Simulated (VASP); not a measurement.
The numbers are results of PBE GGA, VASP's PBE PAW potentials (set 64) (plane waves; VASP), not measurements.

Input for VASP

### POSCAR
```
PW
5.0660280
  0.3784244777  -1.0000000000   0.0000000000
  0.3784244777   1.0000000000   0.0000000000
  0.0000000000   0.0000000000   0.7457686772
P W
2 2
Cart
  0.3784244777  -0.1280000000   0.1864421693
  0.3784244777   0.1280000000   0.5593265079
  0.3784244777  -0.7095000000   0.1864421693
  0.3784244777   0.7095000000   0.5593265079
```

INCAR:
```
! general
SYSTEM  = PW
PREC    = Accurate
ENCUT   = 400   ! plane-wave cut-off (eV)
LREAL   = .False.   ! projection in real space or not
LASPH   = .True.   ! aspherical one-centre terms

! electronic loop
EDIFF   = 1E-6
NELM    = 100
ALGO    = Normal   ! blocked Davidson
LMAXMIX = 6   ! l cut-off of mixed one-centre charges

! smearing
ISMEAR  = 0   ! Gaussian
SIGMA   = 0.05

! functional
GGA     = PE   ! PBE

! ions
ISIF    = 2   ! forces and stress, cell fixed

! output
LWAVE   = .False.
LCHARG  = .False.
```

**KPOINTS**
```
Automatic mesh
0
Gamma
6 6 5
0 0 0
```

POTCAR, in this order: P W_sv (PBE.64 set). Program: vasp_std.

Output

**OUTCAR**
```
 ion  position               nearest neighbor table
   1  0.564  0.436  0.250-   2 2.29   2 2.29   4 2.81   4 2.81   4 2.81   4 2.81   3 2.86   3 2.86
                             3 2.95
   2  0.436  0.564  0.750-   1 2.29   1 2.29   3 2.81   3 2.81   3 2.81   3 2.81   4 2.86   4 2.86
                             4 2.95
   3  0.855  0.145  0.250-   2 2.81   2 2.81   2 2.81   2 2.81   1 2.86   1 2.86   1 2.95   4 3.43
                             4 3.43   4 3.43   4 3.43
   4  0.145  0.855  0.750-   1 2.81   1 2.81   1 2.81   1 2.81   2 2.86   2 2.86   2 2.95   3 3.43
                             3 3.43   3 3.43   3 3.43
  LATTYP: Found a base centered orthorhombic cell.
 ALAT       =     3.8342180000
 B/A-ratio  =     2.6425351923
 C/A-ratio  =     0.9853599874
 Subroutine PRICEL returns:
 Original cell was already a primitive cell.
 Subroutine GETGRP returns: Found  8 space group operations
The static configuration has the point symmetry C_2h.
 The point group associated with its full space group is D_2h.
The dynamic configuration has the point symmetry C_2h.
 Subroutine INISYM returns: Found  8 space group operations
 Subroutine IBZKPT returns following result:
 Found     39 irreducible k-points:

 Following reciprocal coordinates:
            Coordinates               Weight
  0.000000  0.000000  0.000000      1.000000
  0.166667 -0.000000  0.000000      4.000000
  0.333333  0.000000  0.000000      4.000000
  0.500000  0.000000  0.000000      2.000000
  0.166667  0.166667  0.000000      2.000000
  0.333333  0.166667  0.000000      4.000000
  0.500000  0.166667  0.000000      4.000000
 -0.333333  0.166667  0.000000      4.000000
 -0.166667  0.166667  0.000000      2.000000
  0.333333  0.333333  0.000000      2.000000
  0.500000  0.333333  0.000000      4.000000
 -0.333333  0.333333  0.000000      2.000000
  0.500000  0.500000  0.000000      1.000000
  0.000000  0.000000  0.200000      2.000000
  0.166667 -0.000000  0.200000      8.000000
  0.333333  0.000000  0.200000      8.000000
  0.500000  0.000000  0.200000      4.000000
  0.166667  0.166667  0.200000      4.000000
  0.333333  0.166667  0.200000      8.000000
  0.500000  0.166667  0.200000      8.000000
 -0.333333  0.166667  0.200000      8.000000
 -0.166667  0.166667  0.200000      4.000000
  0.333333  0.333333  0.200000      4.000000
  0.500000  0.333333  0.200000      8.000000
 -0.333333  0.333333  0.200000      4.000000
  0.500000  0.500000  0.200000      2.000000
  0.000000  0.000000  0.400000      2.000000
  0.166667 -0.000000  0.400000      8.000000
  0.333333  0.000000  0.400000      8.000000
  0.500000  0.000000  0.400000      4.000000
  0.166667  0.166667  0.400000      4.000000
  0.333333  0.166667  0.400000      8.000000
  0.500000  0.166667  0.400000      8.000000
 -0.333333  0.166667  0.400000      8.000000
 -0.166667  0.166667  0.400000      4.000000
  0.333333  0.333333  0.400000      4.000000
  0.500000  0.333333  0.400000      8.000000
 -0.333333  0.333333  0.400000      4.000000
  0.500000  0.500000  0.400000      2.000000
   k-points           NKPTS =     39   k-points in BZ     NKDIM =     39   number of bands    NBANDS=     23
   number of dos      NEDOS =    301   number of ions     NIONS =      4
   total plane-waves  NPLWV =  36288
   dimension x,y,z NGX =    36 NGY =   36 NGZ =   28
   dimension x,y,z NGXF=    72 NGYF=   72 NGZF=   56
   ions per type =               2   2
   PREC   = accura    normal or accurate (medium, high low for compatibility)
   ISTART =      0    job   : 0-new  1-cont  2-samecut
   ICHARG =      2    charge: 1-file 2-atom 10-const
   ISPIN  =      1    spin polarized calculation?
   LNONCOLLINEAR =      F non collinear calculations
...
```

**OSZICAR**
```
       N       E                     dE             d eps       ncg     rms          rms(c)
DAV:   1     0.319024179121E+03    0.31902E+03   -0.19426E+04  2042   0.141E+03
DAV:   2    -0.165914905291E+02   -0.33562E+03   -0.33137E+03  1991   0.421E+02
DAV:   3    -0.336304710124E+02   -0.17039E+02   -0.16652E+02  2456   0.816E+01
DAV:   4    -0.341937080186E+02   -0.56324E+00   -0.54011E+00  2239   0.126E+01
DAV:   5    -0.342120448651E+02   -0.18337E-01   -0.18290E-01  2496   0.207E+00    0.186E+01
DAV:   6    -0.318808257912E+02    0.23312E+01   -0.27915E+01  2295   0.240E+01    0.553E+00
DAV:   7    -0.315240499255E+02    0.35678E+00   -0.32641E+00  2246   0.760E+00    0.392E+00
DAV:   8    -0.314926267479E+02    0.31423E-01   -0.24190E-01  2222   0.270E+00    0.514E-01
DAV:   9    -0.314904374207E+02    0.21893E-02   -0.21199E-02  2755   0.640E-01    0.215E-01
DAV:  10    -0.314904064404E+02    0.30980E-04   -0.12912E-03  2189   0.308E-01    0.728E-02
DAV:  11    -0.314904404809E+02   -0.34040E-04   -0.10715E-04  2667   0.783E-02    0.182E-02
DAV:  12    -0.314904404651E+02    0.15732E-07   -0.10456E-05  1909   0.197E-02    0.614E-03
DAV:  13    -0.314904397568E+02    0.70836E-06   -0.19169E-06  1661   0.791E-03
   1 F= -.31490440E+02 E0= -.31485797E+02  d E =-.928544E-02
```

### OUTCAR
```
------------------------ aborting loop because EDIFF is reached ----------------------------------------
  FORCE on cell =-STRESS in cart. coord.  units (eV):
  Direction    XX          YY          ZZ          XY          YZ          ZX
  --------------------------------------------------------------------------------------
  Total      -16.3507709    -13.8219374     -8.4931350      0.0000000      0.0000000      0.0000000
  in kB     -356.9708087   -301.7611959   -185.4225283      0.0000000      0.0000000      0.0000000
  external PRESSURE =    -281.3848443 kB  Pullay stress =       0.0000000 kB
  volume of cell :       73.39
      direct lattice vectors                 reciprocal lattice vectors
     1.917109000 -5.066028000  0.000000000     0.260809375 -0.098696651  0.000000000
     1.917109000  5.066028000  0.000000000     0.260809375  0.098696651  0.000000000
     0.000000000  0.000000000  3.778085000     0.000000000  0.000000000  0.264684357
 POSITION                                       TOTAL-FORCE (eV/Angst)
 -----------------------------------------------------------------------------------
      1.91711     -0.64845      0.94452         0.000000     -2.596563     -0.000000
      1.91711      0.64845      2.83356         0.000000      2.596563      0.000000
      1.91711     -3.59435      0.94452         0.000000     -0.334870     -0.000000
      1.91711      3.59435      2.83356         0.000000      0.334870     -0.000000
 -----------------------------------------------------------------------------------
    total drift:                                0.000000     -0.000000     -0.000000
  FREE ENERGIE OF THE ION-ELECTRON SYSTEM (eV)
  ---------------------------------------------------
  free  energy   TOTEN  =       -31.4904397568 eV

  energy  without entropy=      -31.4811543125  energy(sigma->0) =      -31.48579703
```
(Selected blocks of OUTCAR.)

OUTCAR:
```
 val. band max:        8.6705510409   @ k =   0.5000   0.0000   0.0000

 cond. band min:       8.6758230070   @ k =   0.0000   0.0000   0.0000


 Fermi energy:         8.6740797479

 k-point     1 :       0.0000    0.0000    0.0000
  band No.  band energies     occupation
      1     -66.2426      2.00000
      2     -66.2359      2.00000
      3     -30.4092      2.00000
      4     -30.3998      2.00000
      5     -30.3662      2.00000
      6     -30.3528      2.00000
      7     -30.3334      2.00000
      8     -30.2299      2.00000
      9      -6.1560      2.00000
     10      -0.6362      2.00000
     11       2.9232      2.00000
     12       3.1934      2.00000
     13       3.6611      2.00000
     14       4.5207      2.00000
     15       6.4904      2.00000
     16       7.4128      2.00000
     17       7.5762      2.00000
     18       7.9353      2.00000
     19       8.1902      2.00000
     20       8.3555      2.00000
     21       8.6758      0.96067
     22       8.6909      0.63439
     23       9.3997      0.00000

 k-point     2 :       0.1667   -0.0000    0.0000
  band No.  band energies     occupation
      1     -66.2420      2.00000
      2     -66.2362      2.00000
      3     -30.4055      2.00000
      4     -30.4052      2.00000
      5     -30.3792      2.00000
      6     -30.3557      2.00000
      7     -30.3233      2.00000
      8     -30.2331      2.00000
      9      -5.9892      2.00000
     10      -0.4819      2.00000
     11       2.2008      2.00000
     12       2.8616      2.00000
     13       4.2412      2.00000
     14       4.7983      2.00000
     15       6.1330      2.00000
     16       6.9486      2.00000
     17       7.0537      2.00000
     18       7.1450      2.00000
     19       8.3035      2.00000
     20       8.4751      2.00000
     21       9.2065      0.00000
     22       9.5596      0.00000
     23       9.5820      0.00000

 k-point     3 :       0.3333    0.0000    0.0000
...
```

Unless said otherwise, spin-orbit coupling is left out, though it shifts the bands of the heavy elements here.

The structure was generated: PW was put into the CrB type (Cmcm), which need not be its known phase. The cell was not relaxed at this level. The k-mesh is coarse (spacing up to 0.33 per Å, 2π included), so the numbers may not be converged in it.
